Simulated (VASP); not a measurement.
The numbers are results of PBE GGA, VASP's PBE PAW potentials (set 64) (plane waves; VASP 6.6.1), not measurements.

The input files of a VASP run:

INCAR:
```
ALGO  =  Normal
EDIFF  =  1E-6
ENCUT  =  400
GGA  =  PE
ISMEAR  =  0
LASPH  =  .True.
LCHARG  =  .True.
LMAXMIX  =  4
LREAL  =  .False.
LWAVE  =  .False.
NELM  =  100
PREC  =  Accurate
SIGMA  =  0.05
SYSTEM  =  AlGa3As4
```

File KPOINTS:
```
Automatic mesh
0
Gamma
4 4 4
0 0 0
```

File POSCAR:
```
AlGa3As4
1.0
  5.7369533981   0.0000000000   0.0000000000
  0.0000000000   5.7369533981   0.0000000000
  0.0000000000   0.0000000000   5.7369533981
Ga As Al
3 4 1
Cart
  0.0000000000   0.0000000000   0.0000000000
  2.8684766990   2.8684766990   0.0000000000
  2.8684766990   0.0000000000   2.8684766990
  1.4308991776   1.4375775214   1.4375775214
  4.3060542205   4.2993758767   1.4375775214
  4.3060542205   1.4375775214   4.2993758767
  1.4308991776   4.2993758767   4.2993758767
  0.0000000000   2.8684766990   2.8684766990
```

POTCAR, in this order: Ga_d As Al (PBE.64 set). Program: vasp_std.

What will the output report for the number of irreducible k-points (NKPTS), largest plane-wave count, number of space-group operations, FFT grid (NGX, NGY, NGZ)?

```yaml
number of irreducible k-points (NKPTS): 10
largest_plane_wave_count: 3468
number_of_space_group_operations: 24
FFT grid (NGX, NGY, NGZ): 40 × 40 × 40
```

The structure was generated: AlGa3As4 was put into an ordered model structure (P-43m), which need not be its known phase. It was relaxed first.
